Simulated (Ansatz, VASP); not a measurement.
**One calculation of ScGa3As2, two programs**

```
Sc Ga As
1.0
     4.11600    0.00000    0.00000
     0.00000    4.11600    0.00000
     0.00000    0.00000    6.80237
Sc Ga As
1 3 2
Direct
  0.00000 0.00000 0.00000
  0.00000 0.50000 0.32156
  0.50000 0.00000 0.67844
  0.50000 0.50000 0.00000
  0.00000 0.50000 0.69881
  0.50000 0.00000 0.30119
```

Change from the starting cell: species swapped into the Ti2CuSb3 type (P-4m2, No. 115).

Alike in both runs: functional PBE; k mesh 4 × 4 × 2; occupations gaussian, width 0.1 eV; no spin polarisation.

Ansatz relaxed the structure, and its values are those at the end. VASP's run is a single point on that final structure, the one shown.

|  | VASP | Ansatz |
| --- | --- | --- |
| version | VASP 6.6.1 | Ansatz 0.2.0 |
| potentials or method | VASP PAW PBE potentials, release 64 (Sc_sv, Ga_d, As) | scalar-relativistic, plane waves, PAW |
| plane-wave cutoff (eV) | 520 | 420 |
| valence electrons in the cell | 60 | 80 |

|  | VASP | Ansatz | Ansatz less VASP |
| --- | --- | --- | --- |
| gap on the k mesh at the Fermi level (eV) | none | none | - |
| pressure (GPa) | 0.0 | -0.1 | -0.17 |
| rms of the force components (eV/Å) | 0.007 | 0.007 | -0.0004 |

A gap of «none» marks a metal or a gap that the smearing closes. The functional is the same, so the differences come from potentials, cutoffs and numerics. The two sets of potentials don't hold the same shells in valence.

Caveats: the k mesh is coarse (spacing up to 0.46 Å⁻¹), so the values aren't converged.
